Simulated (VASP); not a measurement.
These are PBEsol GGA, VASP's PBE PAW potentials (set 64) (plane waves; VASP 6.6.1) values and carry that method's errors.

Input for VASP

KPOINTS:
```
K-points
0
G
  9 9 1
```

INCAR:
```
ALGO = Normal
EDIFF = 1E-6
ENCUT = 400
GGA = PS
ISIF = 2
ISMEAR = 1
LASPH = .TRUE.
LCHARG = .FALSE.
LMAXMIX = 6
LREAL = .FALSE.
LWAVE = .FALSE.
NELM = 100
PREC = Accurate
SIGMA = 0.272
SYSTEM = Ta2N
```

### POSCAR
```
Ta2N
1
    2.8916510000     0.0000000000     0.0000000000
   -1.4458250000     2.5042430000     0.0000000000
    0.0000000000     0.0000000000    16.3510660000
N Ta
1 2
Direct
  0.0000000000   0.0000000000   0.5000000000
  0.3333330000   0.6666670000   0.5718930000
  0.6666670000   0.3333330000   0.4281070000
```

POTCAR, in this order: N Ta_pv (PBE.64 set). Program: vasp_std.

The cell holds a wide vacuum, so values per volume refer to the whole cell. Unless said otherwise, spin-orbit coupling is left out, though it shifts the bands of the heavy elements here.

**Question.** Estimate the energy per atom (σ→0), largest force, band gap (on the k-mesh).

**Answer.** 
| Property | Result |
|---|---|
| energy per atom (σ→0) | -10.855 eV/atom |
| band gap (on the k-mesh) | none (metal, semimetal or under 0.01 eV) |
| largest force | 2.235 eV/Å |

**OSZICAR**
```
...
DAV:  14    -0.325677869818E+02   -0.24084E-03   -0.61500E-05   469   0.372E-02    0.103E-02
DAV:  15    -0.325679070919E+02   -0.12011E-03   -0.24424E-05   461   0.242E-02    0.918E-03
DAV:  16    -0.325680266052E+02   -0.11951E-03   -0.97167E-06   347   0.174E-02    0.218E-03
DAV:  17    -0.325680605255E+02   -0.33920E-04   -0.39736E-06   403   0.808E-03    0.177E-03
DAV:  18    -0.325680690849E+02   -0.85594E-05   -0.56844E-07   321   0.344E-03    0.423E-04
DAV:  19    -0.325680721258E+02   -0.30410E-05   -0.14508E-07   260   0.172E-03    0.352E-04
DAV:  20    -0.325680726157E+02   -0.48988E-06   -0.31017E-08   225   0.105E-03
   1 F= -.32568073E+02 E0= -.32563694E+02  d E =-.131353E-01
```

The cell is a sheet with vacuum, built from a generated structure.
